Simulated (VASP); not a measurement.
# Lattice of Pt across functionals and dispersion corrections

Aim: relax Pt at several levels and hold each cell against experiment. The levels: PBE, LDA, r2SCAN and PBE + D3(BJ). The start is a cell from a database of measured crystal structures.

Calculated with VASP 6.6.1; PBE; plane waves and PAW (Pt), in the first sound run; inputs show where later runs differ.

**What experiment says.**

“Crystal structure of Nd10.67Pt4O24, a new neodymium platinate” (2024, arxiv:2412.16732) reports for Pt, fcc, by powder X-ray diffraction, Rietveld (Pt in the cooled residue of the platinate partly decomposed at about 960 C): lattice constant a (a, cubic cell) 3.9227 ± 0.0002 Å [Pt in a mixed-phase decomposition product after thermogravimetry; sample displacement …].

Report form: the programs' logs are mostly left out.

### Step 1. Set-up

Before any relaxation, the start is as follows. The structure is cubic, space group Fm-3m (No. 225). The conventional cell has a = 3.922 Å, b = 3.922 Å, c = 3.922 Å, α = 90.00°, β = 90.00°, γ = 90.00°. Nearest to Pt lie 12 Pt at 2.77 Å.

Structure file:

```xyz
1
Lattice="0.0000 1.9609 1.9609 1.9609 0.0000 1.9609 1.9609 1.9609 0.0000" Properties=species:S:1:pos:R:3 pbc="T T T"
Pt    0.0000    0.0000    0.0000
```

### Step 2. Relaxation with PBE

Properties are meant for the cell that this level of theory prefers, so cell and atoms are relaxed first (ISIF = 3) until forces and stress are small; EDIFFG sets the threshold. PBE, the usual starting point, adds the gradient of the density.

Contents of INCAR:

```
SYSTEM = Pt
PREC = Accurate
ENCUT = 520
EDIFF = 1E-06
NELM = 100
ISMEAR = -1
SIGMA = 0.05
LREAL = .FALSE.
ALGO = Normal
GGA = PE
NBANDS = 11
LASPH = .TRUE.
LORBIT = 11
LWAVE = .FALSE.
LCHARG = .FALSE.
KPAR = 2
IBRION = 2
NSW = 60
ISIF = 3
EDIFFG = -0.01
```

Contents of POSCAR:

```
Pt
1.0
    0.0000000000      1.9609000000      1.9609000000
    1.9609000000      0.0000000000      1.9609000000
    1.9609000000      1.9609000000      0.0000000000
Pt
1
Direct
    0.0000000000      0.0000000000      0.0000000000
```

Contents of KPOINTS:

```
Automatic mesh
0
Gamma
10 10 10
0 0 0
```

The projector-augmented-wave data sets are Pt (PBE family, release 64).

Run with:

```
mpirun -np 2 vasp_std
```

It took 8.6 s on 2 MPI ranks of Intel Xeon 6975P-C (Granite Rapids), shared host; peak memory 0.27 GiB; 14 s of CPU time.

The k-mesh is coarse for a metal. The run keeps the 48 symmetry operations of its start, so it cannot find a distortion of lower symmetry.

Step by step:

| step | energy less that of the first step (eV) | largest force (eV/Å) | pressure (GPa) | volume (Å³) |
| --- | --- | --- | --- | --- |
| 1 | 0.0000 | 0.0000 | 9.72 | 15.08 |
| 2 | 0.0799 | 0.0000 | -17.77 | 17.17 |
| 3 | -0.0158 | 0.0000 | -0.28 | 15.64 |
| 4 | -0.0158 | 0.0000 | -0.04 | 15.63 |

| conventional cell, symmetrised | before | after | change |
| --- | --- | --- | --- |
| a (Å) | 3.922 | 3.969 | +1.2 % |
| b (Å) | 3.922 | 3.969 | +1.2 % |
| c (Å) | 3.922 | 3.969 | +1.2 % |
| volume (Å³/atom) | 15.08 | 15.63 | +3.6 % |

The relaxed structure:

```xyz
1
Lattice="0.0000 1.9843 1.9843 1.9843 0.0000 1.9843 1.9843 1.9843 0.0000" Properties=species:S:1:pos:R:3 pbc="T T T"
Pt    0.0000    0.0000    0.0000
```

Numbers from this step:

- electrons: 10
- bands: 11
- irreducible k-points: 47
- symmetry operations: 48
- free energy (TOTEN): -6.089 eV
- energy at zero smearing: -6.082 eV
- Fermi energy: 10.61 eV
- pressure: -0.04497 GPa
- metallic: yes
- SCF cycles over all ionic steps: 29

It ends with forces that vanish by symmetry and a pressure of -0.04 GPa. The volume lies +3.6 % from that of the database's start. The conventional cell has a = 3.969 Å.

### Step 3. Relaxation with LDA

This step: LDA; plane waves and PAW (Pt) (VASP 6.6.1).

LDA, the lowest rung, knows the local density alone.

Changes to INCAR since step 2:

```diff
@@ -9,3 +9,3 @@
 ALGO = Normal
-GGA = PE
+GGA = CA
 NBANDS = 11
```

POSCAR is that of step 2.

KPOINTS is that of step 2.

Run with:

```
mpirun -np 2 vasp_std
```

Elapsed: 5.2 s, on 2 MPI ranks; peak memory 0.27 GiB.

The PAW data sets were made with PBE, though LDA sets exist; this is a small mismatch.

The steps of the relaxation:

| step | energy less that of the first step (eV) | largest force (eV/Å) | pressure (GPa) | volume (Å³) |
| --- | --- | --- | --- | --- |
| 1 | 0.0000 | 0.0000 | -4.34 | 15.08 |
| 2 | 0.0273 | 0.0000 | 15.59 | 14.21 |
| 3 | -0.0030 | 0.0000 | -0.09 | 14.86 |

| conventional cell, symmetrised | before | after | change |
| --- | --- | --- | --- |
| a (Å) | 3.922 | 3.903 | -0.5 % |
| b (Å) | 3.922 | 3.903 | -0.5 % |
| c (Å) | 3.922 | 3.903 | -0.5 % |
| volume (Å³/atom) | 15.08 | 14.86 | -1.4 % |

The relaxed structure:

```
Pt
1.0
     0.00000    1.95147    1.95147
     1.95147    0.00000    1.95147
     1.95147    1.95147    0.00000
Pt
1
Direct
  0.00000 0.00000 0.00000
```

Numbers from this step:

- free energy (TOTEN): -7.520 eV
- energy at zero smearing: -7.515 eV
- Fermi energy: 11.31 eV
- pressure: -0.08736 GPa
- SCF cycles over all ionic steps: 25

It ends at 14.86 Å³/atom, -1.4 % from the start, with -0.09 GPa left. The conventional cell has a = 3.903 Å.

### Step 4. Relaxation with r2SCAN

This step: r2SCAN; plane waves and PAW (Pt) (VASP 6.6.1).

r2SCAN adds the kinetic-energy density, costs more than a GGA and is run with LASPH.

Changes to INCAR since step 3:

```diff
@@ -9,5 +9,5 @@
 ALGO = Normal
-GGA = CA
+METAGGA = R2SCAN
+LASPH = .TRUE.
 NBANDS = 11
-LASPH = .TRUE.
 LORBIT = 11
```

POSCAR is that of step 3.

KPOINTS is that of step 3.

Run with:

```
mpirun -np 2 vasp_std
```

The job ended after 23 s (2 MPI ranks; peak memory 0.28 GiB; 40 s of CPU time).

The PAW data sets were made with PBE, which is usual practice but a small mismatch for other functionals.

Step by step:

| step | energy less that of the first step (eV) | largest force (eV/Å) | pressure (GPa) | volume (Å³) |
| --- | --- | --- | --- | --- |
| 1 | 0.0000 | 0.0000 | 4.91 | 15.08 |
| 2 | 0.0256 | 0.0000 | -11.56 | 16.11 |
| 3 | -0.0039 | 0.0000 | -0.07 | 15.34 |

| conventional cell, symmetrised | before | after | change |
| --- | --- | --- | --- |
| a (Å) | 3.922 | 3.945 | +0.6 % |
| b (Å) | 3.922 | 3.945 | +0.6 % |
| c (Å) | 3.922 | 3.945 | +0.6 % |
| volume (Å³/atom) | 15.08 | 15.34 | +1.8 % |

Final coordinates:

```cif
data_structure
_symmetry_space_group_name_H-M 'P 1'
_symmetry_Int_Tables_number 1
_cell_length_a 2.7892
_cell_length_b 2.7892
_cell_length_c 2.7892
_cell_angle_alpha 60.000
_cell_angle_beta 60.000
_cell_angle_gamma 60.000
_cell_volume 15.34
loop_
_atom_site_label
_atom_site_type_symbol
_atom_site_fract_x
_atom_site_fract_y
_atom_site_fract_z
_atom_site_occupancy
Pt1 Pt 0.00000 0.00000 0.00000 1
```

It ends at 15.34 Å³/atom, +1.8 % from the start, with -0.07 GPa left. The conventional cell has a = 3.945 Å.

### Step 5. Relaxation with PBE + D3(BJ)

This step: PBE with D3(BJ); plane waves and PAW (Pt) (VASP 6.6.1).

A dispersion term adds the long-range attraction that semilocal functionals lack. D3 with Becke-Johnson damping keeps a finite attraction at short range.

Changes to INCAR since step 4:

```diff
@@ -9,5 +9,6 @@
 ALGO = Normal
-METAGGA = R2SCAN
+GGA = PE
+IVDW = 12
+NBANDS = 11
 LASPH = .TRUE.
-NBANDS = 11
 LORBIT = 11
```

POSCAR is that of step 4.

KPOINTS is that of step 4.

Run with:

```
mpirun -np 2 vasp_std
```

Elapsed: 6.2 s, on 2 MPI ranks; peak memory 0.28 GiB.

Dispersion corrections of this kind ignore metallic screening and tend to overbind metals.

Relaxation path:

| step | energy less that of the first step (eV) | largest force (eV/Å) | pressure (GPa) | volume (Å³) |
| --- | --- | --- | --- | --- |
| 1 | 0.0000 | 0.0000 | 1.09 | 15.08 |
| 2 | 0.0014 | 0.0000 | -2.96 | 15.31 |
| 3 | -0.0002 | 0.0000 | 0.02 | 15.14 |

| conventional cell, symmetrised | before | after | change |
| --- | --- | --- | --- |
| a (Å) | 3.922 | 3.927 | +0.1 % |
| b (Å) | 3.922 | 3.927 | +0.1 % |
| c (Å) | 3.922 | 3.927 | +0.1 % |
| volume (Å³/atom) | 15.08 | 15.14 | +0.4 % |

The relaxed structure:

```xyz
1
Lattice="0.0000 1.9634 1.9634 1.9634 0.0000 1.9634 1.9634 1.9634 0.0000" Properties=species:S:1:pos:R:3 pbc="T T T"
Pt    0.0000    0.0000    0.0000
```

It ends at 15.14 Å³/atom, +0.4 % from the start, with 0.02 GPa left. The conventional cell has a = 3.927 Å. Against plain PBE, the dispersion term moves a by -1.1 %.

### Step 6. The cells as a table

This step: relaxed cells at several levels; plane waves and PAW (VASP 6.6.1).

Derived from the runs above.

Lengths are those of the conventional cell; cost is the wall time of each run, as given at its step, times its ranks, without the set-up around it. Results by level, by row:

| level | volume (Å³/atom) | change from the start (%) | a (Å) | cost (core minutes) |
| --- | --- | --- | --- | --- |
| PBE | 15.63 | 3.6 | 3.969 | 0.287 |
| LDA | 14.86 | -1.4 | 3.903 | 0.173 |
| r2SCAN | 15.34 | 1.8 | 3.945 | 0.767 |
| PBE + D3(BJ) | 15.14 | 0.4 | 3.927 | 0.207 |

### Step 7. Outcome

```yaml
volume_pbe: 15.63 Å³/atom
volume_lda: 14.86 Å³/atom
volume_r2scan: 15.34 Å³/atom
volume_pbe_d3_bj: 15.14 Å³/atom
```

In words: For Pt the levels give volumes between 14.86 Å³/atom (LDA) and 15.63 Å³/atom (PBE), a spread of 5.1 %, while the cost of the finished runs spans a factor of 4.4. Within 1 % of experiment on every length: LDA, r2SCAN and PBE + D3(BJ). The nearest, PBE + D3(BJ), is among the cheap ones. Thermal and zero-point expansion, often some tenths of a per cent in length, bear on this order: with the measured lengths lowered by an assumed 0.4 % the nearest becomes LDA. The costs hold the number of ionic steps as well as the price of the functional. Adding D3(BJ) to PBE changes the volume by -3.1 % (a by -1.1 %). Pairwise corrections of the D and TS kind ignore the screening in a metal, so they may overbind here. Within 0.02 Å all end in space group Fm-3m; the runs can't lower the symmetry of the start. The k-sampling is coarse for a metal, so the Fermi level, pressures and the shape of the cell carry errors. Spin-orbit coupling is left out. Each is a single relaxation on the plane waves of the start cell, so larger changes of volume carry a basis-set error that was not tested here.

Calculation against experiment:

| quantity | measured | PBE | LDA | r2SCAN | PBE + D3(BJ) |
| --- | --- | --- | --- | --- | --- |
| lattice constant a (Å) | 3.9227 | 3.969 (+1.2 %) | 3.903 (-0.5 %) | 3.945 (+0.6 %) | 3.927 (+0.1 %) |

Measured values from arxiv:2412.16732 (2024).

**Verdict.** For the lattice constant a, of the levels listed nearest comes PBE + D3(BJ) (+0.1 %, good agreement) and farthest PBE (+1.2 %, fair agreement). The grades are ours: good and fair within 0.7 and 1.5 % for the lattice constant a. For lattice constants the calculation has a static lattice, without zero-point motion or thermal expansion.

[Lines on the potential files, build, host, timing and source positions are cut from VASP's logs without a mark.]

[Logs are printed without paths, hosts, clocks, repeated set-up lines and the standing remarks that a program may print on its own settings, such as how far it seeks lower states.]

[Hosts, paths, dates, database ids (printed as entryN), source tags and the programs' standing remarks are cut or masked in the printed files.]

[A measured line is paired with the nearest computed mode of its activity, which favours agreement.]
